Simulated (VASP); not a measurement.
Elastic constants (GPa) of a crystal from PBEsol GGA, VASP's PBE PAW potentials (set 64) (VASP):

|  | xx | yy | zz | yz | xz | xy |
|---|---|---|---|---|---|---|
| xx | 75.0 | 56.1 | 56.1 | 0.0 | 0.0 | 0.0 |
| yy | 56.1 | 75.0 | 56.1 | 0.0 | 0.0 | 0.0 |
| zz | 56.1 | 56.1 | 75.0 | 0.0 | 0.0 | 0.0 |
| yz | 0.0 | 0.0 | 0.0 | 26.1 | 0.0 | 0.0 |
| xz | 0.0 | 0.0 | 0.0 | 0.0 | 26.1 | 0.0 |
| xy | 0.0 | 0.0 | 0.0 | 0.0 | 0.0 | 26.1 |

Problem. Work out the Voigt, Reuss and Hill moduli, Young's modulus and Poisson's ratio.

Solution. All eigenvalues are positive (smallest 18.9 GPa), so the crystal is stable. K_V = (C11+C22+C33+2(C12+C13+C23))/9 = (225.0 + 2×168.3)/9 = 62.4 GPa; G_V = (225.0 − 168.3 + 3×78.3)/15 = 19.4 GPa. From the compliances, K_R = 62.4 GPa and G_R = 15.3 GPa. Hill: K = 62.4 GPa, G = 17.4 GPa, E = 9KG/(3K+G) = 47.7 GPa, ν = (3K−2G)/(2(3K+G)) = 0.373. K/G = 3.59, above Pugh's 1.75; universal anisotropy A^U = 1.35.

Problem. With a density of 4.85 g/cm³, what are the mean sound speeds?

Solution. v_l = √((K+4G/3)/ρ) = 4.20 km/s and v_t = √(G/ρ) = 1.89 km/s. The crystal is CdS (zinc blende), cubic.

The compound is CdS in the zinc blende structure, a metastable form; wurtzite is the usual one. It was relaxed first.
